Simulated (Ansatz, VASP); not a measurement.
**Si2I in VASP and in Ansatz**

```
Si I
1.0
     5.20593    0.00000    0.00000
     0.00000    8.60199    0.00000
     0.00000    0.00000    3.50190
Si I
4 2
Cartesian
  2.0044 7.5565 1.7509
  4.6074 5.3464 0.0000
  3.2015 1.0454 1.7509
  0.5986 3.2555 0.0000
  2.6030 4.3010 1.7509
  0.0000 0.0000 0.0000
```

Alike in both runs: functional PBE; k mesh 4 × 2 × 6; occupations gaussian, width 0.1 eV; no spin polarisation.

Ansatz relaxed the structure, and its values are those at the end. VASP's run is a single point on that final structure, the one shown.

|  | VASP | Ansatz |
| --- | --- | --- |
| version | VASP 6.6.1 | Ansatz 0.2.0 |
| potentials or method | VASP PAW PBE potentials, release 64 (Si, I) | scalar-relativistic, plane waves, PAW |
| plane-wave cutoff (eV) | 520 | 420 |
| valence electrons in the cell | 30 | 50 |

Ansatz gave:

- gap on the k mesh at the Fermi level (eV): none
- pressure (GPa): 0.2
- rms of the force components (eV/Å): 0.005

Problem. Estimate VASP's values.

Solution. gap on the k mesh at the Fermi level (eV): none; pressure (GPa): 0.2; rms of the force components (eV/Å): 0.008.

A gap of «none» marks a metal or a gap that the smearing closes. The functional is the same, so the differences come from potentials, cutoffs and numerics. The two sets of potentials don't hold the same shells in valence.

Caveats: the k mesh is coarse (spacing up to 0.37 Å⁻¹), so the values aren't converged. The runs have no spin-orbit coupling, so splittings on I are missing.
